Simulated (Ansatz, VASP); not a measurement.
**H6C4F3 (amorphous poly(vinylidene fluoride) at 500 K): VASP beside Ansatz**

Aim: how closely do two programs agree when they are given the same cell, functional and k mesh? Of the first pair: The structure shown is the start of the Ansatz relaxation below; VASP solves that cell, so the two are compared at the walk's first step.

Main program and level: Ansatz 0.2.0; plane waves, with VASP 6.6.1 beside it; single point at PBE with D4.

### 1. Starting point

The cell holds 78 atoms: 24 C, 18 F and 36 H. Cell: a = 9.521 Å, b = 9.242 Å, c = 9.514 Å, α = 99.5°, β = 98.6°, γ = 88.3°. As first built, before any earlier steps moved the atoms (in the runner's words): 3 poly(vinylidene fluoride) chains of 3 units placed at random, at 1.44 g/cm^3; overlaps pushed apart, then 20 ps at 800 K with MMFF94 bonds, angles, torsions, charges and radii (Halgren, J. Comput. Chem. 17, 490 (1996)) in harmonic and 12-6 forms; charges of ions scaled by 0.8. Snapshot after 30 ps at 500 K and fixed volume.

### 2. Ansatz: relaxation, PBE with D4

Ansatz runs on its default PAW (the set named soft_2) files.

The two programs are compared at the cell with which this relaxation starts, whose forces are those of its first step.

input.yaml reads:

```yaml
crystal:
  lattice:
    - [9.49386, 0.11181, -0.70395]
    - [0.10896, 9.20951, -0.77061]
    - [-0.71166, -0.77765, 9.45534]
  atoms:
    - { symbol: C, position: [0.28659, 0.44822, 0.13946] }
    - { symbol: C, position: [0.16589, 0.3681, 0.18493] }
    - { symbol: C, position: [0.18628, 0.20393, 0.17242] }
    - { symbol: F, position: [0.19235, 0.14473, 0.02861] }
    - { symbol: F, position: [0.31884, 0.17541, 0.24563] }
    - { symbol: C, position: [0.07382, 0.11266, 0.21866] }
    - { symbol: C, position: [0.03459, 0.15791, 0.36929] }
    - { symbol: F, position: [0.96535, 0.29141, 0.37791] }
    - { symbol: F, position: [0.15616, 0.1841, 0.47078] }
    - { symbol: C, position: [0.94119, 0.04235, 0.40804] }
    - { symbol: C, position: [0.87557, 0.07866, 0.54644] }
    - { symbol: F, position: [0.80558, 0.94971, 0.55752] }
    - { symbol: F, position: [0.76798, 0.17955, 0.527] }
    - { symbol: C, position: [0.97051, 0.13019, 0.68675] }
    - { symbol: H, position: [0.26372, 0.56533, 0.14726] }
    - { symbol: H, position: [0.38769, 0.43622, 0.20839] }
    - { symbol: H, position: [0.2996, 0.40715, 0.02746] }
    - { symbol: H, position: [0.06445, 0.386, 0.1189] }
    - { symbol: H, position: [0.15311, 0.41113, 0.29678] }
    - { symbol: H, position: [0.97596, 0.11376, 0.14172] }
    - { symbol: H, position: [0.11165, 0.9993, 0.20879] }
    - { symbol: H, position: [0.00405, 0.94287, 0.41359] }
    - { symbol: H, position: [0.85287, 0.01649, 0.31942] }
    - { symbol: H, position: [0.05657, 0.05254, 0.70398] }
    - { symbol: H, position: [0.90674, 0.13744, 0.77454] }
    - { symbol: H, position: [0.01674, 0.2382, 0.68709] }
    - { symbol: C, position: [0.87293, 0.5844, 0.61887] }
    - { symbol: C, position: [0.96391, 0.68219, 0.74294] }
    - { symbol: C, position: [0.11068, 0.62436, 0.78602] }
    - { symbol: F, position: [0.17484, 0.71505, 0.9092] }
    - { symbol: F, position: [0.09733, 0.48769, 0.82767] }
    - { symbol: C, position: [0.21574, 0.60086, 0.67723] }
    - { symbol: C, position: [0.24461, 0.72972, 0.60339] }
    - { symbol: F, position: [0.26362, 0.85851, 0.70365] }
    - { symbol: F, position: [0.1254, 0.75329, 0.50793] }
    - { symbol: C, position: [0.37362, 0.70599, 0.52506] }
    - { symbol: C, position: [0.40833, 0.82267, 0.43788] }
    - { symbol: F, position: [0.29962, 0.82662, 0.32409] }
    - { symbol: F, position: [0.52508, 0.76845, 0.37287] }
    - { symbol: C, position: [0.44435, 0.9759, 0.51573] }
    - { symbol: H, position: [0.7683, 0.63381, 0.59797] }
    - { symbol: H, position: [0.85683, 0.47489, 0.64455] }
    - { symbol: H, position: [0.91965, 0.57235, 0.51902] }
    - { symbol: H, position: [0.91258, 0.69438, 0.84014] }
    - { symbol: H, position: [0.9761, 0.79236, 0.7171] }
    - { symbol: H, position: [0.31625, 0.56771, 0.73501] }
    - { symbol: H, position: [0.17677, 0.50869, 0.59256] }
    - { symbol: H, position: [0.35851, 0.60132, 0.45064] }
    - { symbol: H, position: [0.46676, 0.69559, 0.60571] }
    - { symbol: H, position: [0.47606, 0.04176, 0.43957] }
    - { symbol: H, position: [0.3521, 0.02592, 0.55948] }
    - { symbol: H, position: [0.53259, 0.97318, 0.60306] }
    - { symbol: C, position: [0.59152, 0.26121, 0.86466] }
    - { symbol: C, position: [0.51344, 0.14662, 0.92404] }
    - { symbol: C, position: [0.60368, 0.01674, 0.95727] }
    - { symbol: F, position: [0.71236, 0.06625, 0.07168] }
    - { symbol: F, position: [0.67495, 0.96429, 0.84259] }
    - { symbol: C, position: [0.52049, 0.8926, 0.99627] }
    - { symbol: C, position: [0.59454, 0.74613, 0.00453] }
    - { symbol: F, position: [0.49558, 0.65348, 0.03859] }
    - { symbol: F, position: [0.62019, 0.68257, 0.86821] }
    - { symbol: C, position: [0.73035, 0.75293, 0.11229] }
    - { symbol: C, position: [0.80045, 0.60964, 0.14231] }
    - { symbol: F, position: [0.92817, 0.65212, 0.232] }
    - { symbol: F, position: [0.84044, 0.53346, 0.01637] }
    - { symbol: C, position: [0.72184, 0.50727, 0.21254] }
    - { symbol: H, position: [0.69174, 0.29671, 0.93361] }
    - { symbol: H, position: [0.61539, 0.21965, 0.75623] }
    - { symbol: H, position: [0.52581, 0.35889, 0.85878] }
    - { symbol: H, position: [0.47469, 0.19426, 0.02443] }
    - { symbol: H, position: [0.41914, 0.10403, 0.84806] }
    - { symbol: H, position: [0.42455, 0.86959, 0.91655] }
    - { symbol: H, position: [0.48492, 0.93163, 0.10039] }
    - { symbol: H, position: [0.80926, 0.81749, 0.07502] }
    - { symbol: H, position: [0.70669, 0.81269, 0.21538] }
    - { symbol: H, position: [0.79091, 0.41607, 0.23556] }
    - { symbol: H, position: [0.6251, 0.46511, 0.14147] }
    - { symbol: H, position: [0.69253, 0.56581, 0.31343] }
kpoints:
  mp_grid: { grid: [1, 1, 1] }
hamiltonian:
  xc: pbe
  dispersion: d4
scf:
  occupations: { method: fermi_dirac, width: 0.05 }
output:
  forces: true
  eigenvalues: true
  stress: true
relax:
  f_tol: 0.05
  max_steps: 70
```

On the command line:

```bash
ansatz run input.yaml --threads 4 --pin off --max-ram 8192MiB --backend cpu --events-out ev --progress --plain --runs-dir out
```

Numbers of over 12 decimals in the logs are rounded to 6 here.

Log:

```text
Warning: output.stress: scf.convergence.dr2_threshold = 1e-7 eV (the SCF's general default) is looser than the 7.8e-9 eV advised for a printed stress (1e-10 eV for each atom of the cell: 78). What an SCF threshold leaves in a stress goes as its square root, and in the free energy as the threshold itself, and one threshold admits the most on a small cell: [figures from the program's tests cut] Every solve of this run  [...]
Engine: ansatz 0.2.0, x86_64-unknown-linux-gnu
Pseudopotentials: kind: paw
Pseudopotential: C, paw, valence charge 4, recommended cutoff 420 eV (normal), C.paw.azcp
Pseudopotential: F, paw, valence charge 7, recommended cutoff 420 eV (normal), F.paw.azcp
Pseudopotential: H, paw, valence charge 1, recommended cutoff 420 eV (normal), H.paw.azcp
Functional definition: PBE
  parameter kappa = 0.804
  parameter beta = 0.066725
  exchange = pbe_x(kappa = kappa, mu = beta*pi^2/3)
  correlation = pbe_c(beta = beta)
Crystal: 78 atoms, lattice volume = 816.419 Å³
Basis set: ecut = 420 eV, 15957 PW (Γ), exchange–correlation on 128×128×128 points (8 copies of the dense FFT grid, shifted against one another)
Bands: 207, of which v1, the nominal top of the filled ones, is band 129 counted from 1 (128 counted from 0)
Symmetry: 1 space group operations
Space group: P1 (ITA 1), of the structure as read, at distance tolerance 9.3e-5 Å
k-points: 1
Non-local potential: C, projectors of the file, l = 0: 2, l = 1: 2, l = 2: 1
Non-local potential: F, projectors of the file, l = 0: 2, l = 1: 2, l = 2: 1
Non-local potential: H, projectors of the file, l = 0: 2, l = 1: 1
PAW form: soft (Blöchl's): semilocal exchange-correlation on the pseudo side does not see the compensation charge
PAW one-centre angular grid: C, 110 points (default); XC on 64 Gauss nodes
PAW one-centre angular grid: F, 110 points (default); XC on 64 Gauss nodes
PAW one-centre angular grid: H, 110 points (default); XC on 64 Gauss nodes
Initial density: superposition of atomic densities (neutral atoms: chi_scale 0, normalization atom), corrected by the library's trained network
Initial wavefunctions: pseudopotential atomic-orbital guess
Functional: x = pbe(κ = 0.804, μ = 0.219515), c = pbe(β = 0.066725)
SCF iter   1: F=—  HF=-21149.591041 eV  |F-HF|=—  |Δ(HF+E_count)|=         —  Δρ=4.81e-3  dr2=3.28e-1  ethr=1.77e-3  ⟨swp⟩=6.0  Hψ=920  notcnv=0  defer=4
preconditioner: auto → Resta (q_TF=auto, 2.252 Å⁻¹)  ε∞=2.4  [insulator: Δε(μ)=6.696 eV  Ē_g=17.883 eV  σ=0.050 eV  W_gap=1.00  n_scr=160 (ndim 8)  ℏωp=20.9 eV  f_vac=0.269  D(μ)=0.00/eV (n_scr^D=0)  ε∞_Penn≈2.4]
SCF iter   2: F=—  HF=-21149.510299 eV  |F-HF|=—  |Δ(HF+E_count)|=   8.07e-2  Δρ=2.40e-3  dr2=6.08e-2  ethr=1.27e-4  ⟨swp⟩=3.0  Hψ=372  notcnv=0  defer=69
SCF iter   3: F=—  HF=-21149.498233 eV  |F-HF|=—  |Δ(HF+E_count)|=   1.21e-2  Δρ=1.20e-3  dr2=1.43e-2  ethr=2.36e-5  ⟨swp⟩=2.0  Hψ=237  notcnv=0  defer=69
SCF iter   4: F=—  HF=-21149.495198 eV  |F-HF|=—  |Δ(HF+E_count)|=   3.03e-3  Δρ=4.63e-4  dr2=1.75e-3  ethr=5.53e-6  ⟨swp⟩=2.0  Hψ=311  notcnv=0  defer=69
SCF iter   5: F=—  HF=-21149.494931 eV  |F-HF|=—  |Δ(HF+E_count)|=   2.67e-4  Δρ=1.40e-4  dr2=1.61e-4  ethr=6.77e-7  ⟨swp⟩=2.0  Hψ=253  notcnv=0  defer=69
SCF iter   6: F=-21149.494928 eV  HF=-21149.494938 eV  |F-HF|=1.01e-5  |Δ(HF+E_count)|=   7.44e-6  Δρ=4.51e-5  dr2=1.53e-5  ethr=2.42e-8  ⟨swp⟩=11.0  Hψ=1210  notcnv=0
SCF 1 converged in 6 iterations: F = -21149.494928 eV  dr2 = 1.53e-5
  greatest PAW one-centre occupation: 0.933 electrons in one spin orbital (limit 2), on the F atom at site 59 (counted from 0), in its partial waves of l = 0
relax step   1: F+E_penalty+E_count = -21149.49492797 eV  Δ(F+E_penalty+E_count) = +0.000e0 eV  max|allowed force component| = 3.210e-1 eV/Å  Δτ_max = 0.0000 Å  (6 SCF iters, dr2 threshold 6.25e-5 eV, accepted)
Initial density: handed on by an earlier stage of this run
Initial wavefunctions: those handed on with the density
iter 1 solved again at ethr=6.43e-5 eV; its pass at ethr=3.10e-3 eV (dr2=1.66e-1 eV) is discarded
[...]
max |Σ_I F_I| component: 9.82e-5 eV/Å
--- Stress (GPa, compression-positive) ---
        0.025608      -0.022791      -0.007331
       -0.022792       0.024225      -0.045148
       -0.007331      -0.045148       0.028868
  P = ⅓ Tr σ = 0.0262 GPa (0.262 kbar)
--- Band table (eV) ---
  k-point 0: bands = [... 125 lower, -2.4183, -2.1620, -2.1360, -2.1013, 4.5934, 5.5304, 5.5683, 5.7561, ... 74 higher]
--- Relaxed structure (5 steps of the walk, 5 accepted, 0 SCFs on fresh bases) ---
  F+E_penalty+E_count = -21149.57964428 eV   max|allowed force component| = 2.801e-2 eV/Å
  atoms:
    - { symbol: C, position: [0.287159, 0.446988, 0.141236] }
    - { symbol: C, position: [0.166482, 0.368038, 0.185341] }
    - { symbol: C, position: [0.187598, 0.203499, 0.171991] }
    - { symbol: F, position: [0.194670, 0.144903, 0.028082] }
    - { symbol: F, position: [0.320035, 0.172608, 0.245507] }
    - { symbol: C, position: [0.075182, 0.113475, 0.217133] }
    - { symbol: C, position: [0.034769, 0.158787, 0.367485] }
    - { symbol: F, position: [0.965005, 0.293409, 0.376279] }
    - { symbol: F, position: [0.155767, 0.182838, 0.469564] }
    - { symbol: C, position: [0.941364, 0.044566, 0.405241] }
    - { symbol: C, position: [0.874248, 0.082134, 0.542866] }
    - { symbol: F, position: [0.803094, 0.954916, 0.552595] }
    - { symbol: F, position: [0.767391, 0.185894, 0.522979] }
    - { symbol: C, position: [0.968102, 0.130958, 0.684000] }
    - { symbol: H, position: [0.263449, 0.564485, 0.149728] }
    - { symbol: H, position: [0.387958, 0.433209, 0.210591] }
    - { symbol: H, position: [0.301053, 0.406542, 0.029254] }
    - { symbol: H, position: [0.065412, 0.387861, 0.118916] }
    - { symbol: H, position: [0.152744, 0.410815, 0.297122] }
    - { symbol: H, position: [0.977747, 0.116147, 0.139695] }
    - { symbol: H, position: [0.113510, 0.999484, 0.206863] }
    - { symbol: H, position: [0.00446644, 0.944094, 0.411120] }
    - { symbol: H, position: [0.853824, 0.020183, 0.316039] }
    - { symbol: H, position: [0.054015, 0.051475, 0.701369] }
    - { symbol: H, position: [0.903479, 0.139106, 0.771185] }
    - { symbol: H, position: [0.014640, 0.238154, 0.685473] }
    - { symbol: C, position: [0.874514, 0.588243, 0.618339] }
    - { symbol: C, position: [0.964527, 0.684391, 0.743033] }
    - { symbol: C, position: [0.111604, 0.624469, 0.786447] }
    - { symbol: F, position: [0.174820, 0.714130, 0.909947] }
    - { symbol: F, position: [0.098844, 0.487818, 0.827536] }
    - { symbol: C, position: [0.217393, 0.599914, 0.678193] }
    - { symbol: C, position: [0.245687, 0.728680, 0.604927] }
    - { symbol: F, position: [0.263205, 0.857063, 0.705432] }
    - { symbol: F, position: [0.126643, 0.753828, 0.509119] }
    - { symbol: C, position: [0.375402, 0.703710, 0.527317] }
    - { symbol: C, position: [0.409868, 0.820138, 0.440651] }
    - { symbol: F, position: [0.301793, 0.825231, 0.326165] }
    - { symbol: F, position: [0.527806, 0.764648, 0.376764] }
    - { symbol: C, position: [0.444015, 0.973091, 0.518537] }
    - { symbol: H, position: [0.769423, 0.638905, 0.597638] }
    - { symbol: H, position: [0.859358, 0.478629, 0.643329] }
    - { symbol: H, position: [0.921431, 0.576393, 0.518586] }
    - { symbol: H, position: [0.912547, 0.696809, 0.839891] }
    - { symbol: H, position: [0.976202, 0.794611, 0.717743] }
    - { symbol: H, position: [0.318001, 0.565504, 0.736259] }
    - { symbol: H, position: [0.179469, 0.508286, 0.593284] }
    - { symbol: H, position: [0.361547, 0.599316, 0.452677] }
    - { symbol: H, position: [0.468261, 0.692135, 0.608366] }
    - { symbol: H, position: [0.474618, 0.038780, 0.442269] }
    - { symbol: H, position: [0.351278, 0.023773, 0.562496] }
    - { symbol: H, position: [0.532423, 0.969702, 0.605750] }
    - { symbol: C, position: [0.588822, 0.259685, 0.862437] }
    - { symbol: C, position: [0.511351, 0.147590, 0.923512] }
    - { symbol: C, position: [0.601942, 0.016446, 0.957300] }
    - { symbol: F, position: [0.711281, 0.064953, 0.070362] }
    - { symbol: F, position: [0.672274, 0.960916, 0.842148] }
    - { symbol: C, position: [0.519114, 0.895054, 0.998414] }
    - { symbol: C, position: [0.593030, 0.747272, 0.00759661] }
    - { symbol: F, position: [0.494557, 0.657974, 0.044294] }
    - { symbol: F, position: [0.617175, 0.680993, 0.871340] }
    - { symbol: C, position: [0.729635, 0.752324, 0.113984] }
    - { symbol: C, position: [0.801192, 0.607932, 0.142492] }
    - { symbol: F, position: [0.927654, 0.648697, 0.233902] }
    - { symbol: F, position: [0.843522, 0.533899, 0.016256] }
    - { symbol: C, position: [0.722864, 0.504396, 0.209736] }
[...]
- { symbol: H, position: [0.416690, 0.106200, 0.848463] }
    - { symbol: H, position: [0.422774, 0.873439, 0.919448] }
    - { symbol: H, position: [0.484333, 0.936178, 0.102702] }
    - { symbol: H, position: [0.807561, 0.816136, 0.076251] }
    - { symbol: H, position: [0.706404, 0.811914, 0.217547] }
    - { symbol: H, position: [0.792146, 0.411386, 0.230577] }
    - { symbol: H, position: [0.626366, 0.465358, 0.137683] }
    - { symbol: H, position: [0.693197, 0.561065, 0.311529] }
```

Reading the cycles: dr2 is the Hartree energy of the density residual (eV), the measure of convergence; HF is the Harris–Foulkes estimate of the energy, which meets the free energy F at convergence.

### 3. VASP: single point, PBE with D4, start cell, pair 1

The same cell, functional, mesh and smearing now go to VASP, with its own data sets.

Lines of VASP's logs that name or quote its potential files are left out, and so is its time.

INCAR reads:

```
SYSTEM = H6C4F3
PREC = Accurate
ENCUT = 520
EDIFF = 1E-06
NELM = 120
ISMEAR = -1
SIGMA = 0.05
LREAL = Auto
ALGO = Normal
GGA = PE
IVDW = 13
NBANDS = 184
LORBIT = 11
LWAVE = .FALSE.
LCHARG = .FALSE.
ISIF = 2
LASPH = .TRUE.
GGA_COMPAT = .FALSE.
EFERMI = MIDGAP
NCORE = 2
```

POSCAR reads:

```
H6C4F3
1.0
    9.4938600000      0.1118100000     -0.7039500000
    0.1089600000      9.2095100000     -0.7706100000
   -0.7116600000     -0.7776500000      9.4553400000
C F H
24 18 36
Direct
    0.2865862987      0.4482223586      0.1394605648
    0.1658857342      0.3681042940      0.1849262018
    0.1862765719      0.2039254786      0.1724185916
    0.0738197349      0.1126645847      0.2186580131
    0.0345908781      0.1579138227      0.3692876427
    0.9411950446      0.0423453232      0.4080430721
    0.8755667591      0.0786623521      0.5464397066
    0.9705055849      0.1301844652      0.6867451469
    0.8729273252      0.5844028290      0.6188718602
    0.9639059964      0.6821940259      0.7429396684
    0.1106763503      0.6243622926      0.7860162028
    0.2157378150      0.6008596268      0.6772254696
    0.2446102608      0.7297210792      0.6033864202
    0.3736248570      0.7059920617      0.5250639068
    0.4083253020      0.8226672063      0.4378791426
    0.4443496050      0.9759018404      0.5157339262
    0.5915175575      0.2612156949      0.8646642227
    0.5134400052      0.1466172110      0.9240408891
    0.6036775795      0.0167356672      0.9572744613
    0.5204885609      0.8926046663      0.9962675064
    0.5945446499      0.7461248327      0.0045266446
    0.7303534456      0.7529350030      0.1122912080
    0.8004487788      0.6096380284      0.1423078471
    0.7218439212      0.5072661910      0.2125408952
    0.1923550742      0.1447355464      0.0286127219
    0.3188368523      0.1754127440      0.2456305132
    0.9653489613      0.2914098793      0.3779050535
    0.1561616660      0.1840969407      0.4707812673
    0.8055821874      0.9497121766      0.5575206477
    0.7679787183      0.1795486623      0.5270017380
    0.1748424769      0.7150533820      0.9092013242
    0.0973348912      0.4876868977      0.8276736000
    0.2636247960      0.8585057929      0.7036501939
    0.1253964004      0.7532944411      0.5079319226
    0.2996227636      0.8266162712      0.3240939204
    0.5250789162      0.7684505094      0.3728691882
    0.7123646915      0.0662455607      0.0716757532
    0.6749490593      0.9642943215      0.8425953205
    0.4955789238      0.6534761626      0.0385853971
    0.6201897200      0.6825679580      0.8682052943
    0.9281734073      0.6521230988      0.2319980298
    0.8404407546      0.5334554121      0.0163732181
    0.2637178742      0.5653319830      0.1472601384
    0.3876895121      0.4362235097      0.2083872426
    0.2996020827      0.4071505474      0.0274616428
    0.0644476171      0.3859983025      0.1188981096
    0.1531109027      0.4111266869      0.2967847540
    0.9759633957      0.1137611868      0.1417183243
    0.1116513934      0.9993019024      0.2087887942
    0.0040447390      0.9428705670      0.4135898637
    0.8528689942      0.0164866711      0.3194154755
    0.0565705531      0.0525356882      0.7039839252
    0.9067367318      0.1374379610      0.7745367580
    0.0167390267      0.2382039864      0.6870874883
    0.7682952614      0.6338127122      0.5979651566
    0.8568332628      0.4748928655      0.6445484738
    0.9196475307      0.5723532643      0.5190238562
    0.9125829071      0.6943799329      0.8401399482
    0.9761041746      0.7923564635      0.7171002151
    0.3162488550      0.5677092190      0.7350138422
    0.1767746298      0.5086847853      0.5925580765
    0.3585141385      0.6013191880      0.4506404431
    0.4667615652      0.6955899617      0.6057112049
    0.4760630284      0.0417617088      0.4395724066
    0.3521046919      0.0259197149      0.5594762419
    0.5325902810      0.9731812621      0.6030624114
    0.6917400396      0.2967126783      0.9336100191
    0.6153916717      0.2196503242      0.7562255512
    0.5258083408      0.3588937710      0.8587750319
    0.4746874777      0.1942578747      0.0244257013
    0.4191443242      0.1040263125      0.8480626147
    0.4245502240      0.8695885909      0.9165482991
    0.4849165773      0.9316289694      0.1003855625
    0.8092615249      0.8174871503      0.0750204036
    0.7066915337      0.8126902868      0.2153854612
    0.7909115120      0.4160645078      0.2355584917
    0.6250988494      0.4651086282      0.1414709249
    0.6925326551      0.5658075071      0.3134340262
```

KPOINTS reads:

```
Automatic mesh
0
Gamma
1 1 1
0 0 0
```

Potentials, in the order of the species: C, F and H (PBE family, release 64).

On the command line:

```bash
mpirun -np 8 vasp_gam
```

Log:

```text
[banner, memory and clock lines left out]
running    8 mpi-ranks, on    1 nodes
[...]
LDA part: xc-table for (Slater+PW92), standard interpolation
 POSCAR, INCAR and KPOINTS ok, starting setup
[...]
entering main loop
       N       E                     dE             d eps       ncg     rms          rms(c)
DAV:   1     0.202178683119E+04    0.20218E+04   -0.14812E+05   384   0.134E+03
DAV:   2    -0.271049527970E+03   -0.22928E+04   -0.21785E+04   448   0.328E+02
DAV:   3    -0.457644384837E+03   -0.18659E+03   -0.18522E+03   440   0.972E+01
DAV:   4    -0.461359309208E+03   -0.37149E+01   -0.37018E+01   472   0.152E+01
[...]
DAV:  16    -0.426585730077E+03    0.12976E-04   -0.19754E-05   424   0.177E-02    0.613E-03
DAV:  17    -0.426585728911E+03    0.11664E-05   -0.86237E-06   448   0.124E-02    0.392E-03
DAV:  18    -0.426585728718E+03    0.19303E-06   -0.15775E-06   328   0.460E-03
   1 F= -.43008787E+03 E0= -.43008787E+03  d E =0.000000E+00
```

From OUTCAR (step 3):

```text
  FREE ENERGIE OF THE ION-ELECTRON SYSTEM (eV)
  ---------------------------------------------------
  free  energy   TOTEN  =      -430.0878724765 eV

  energy  without entropy=     -430.0878724765  energy(sigma->0) =     -430.08787248

[... 1 further part left out ...]
```

The run ends at a pressure of 0.41 GPa, with forces up to 0.78 eV/Å.

(Continued in part 2 of 3.)

[Lines on the potential files, build, host, timing and source positions are cut from VASP's logs without a mark.]

[Logs are printed without paths, hosts, clocks, repeated set-up lines and the standing remarks that a program may print on its own settings, such as how far it seeks lower states.]

[Hosts, paths, dates, database ids (printed as entryN), source tags and the programs' standing remarks are cut or masked in the printed files.]

[The MMFF94 radii named for the starting cell were scaled by 0.96; in molecules described by MMFF94, hydrogen bound to N, O or S took a small fixed 12-6 site in their place.]
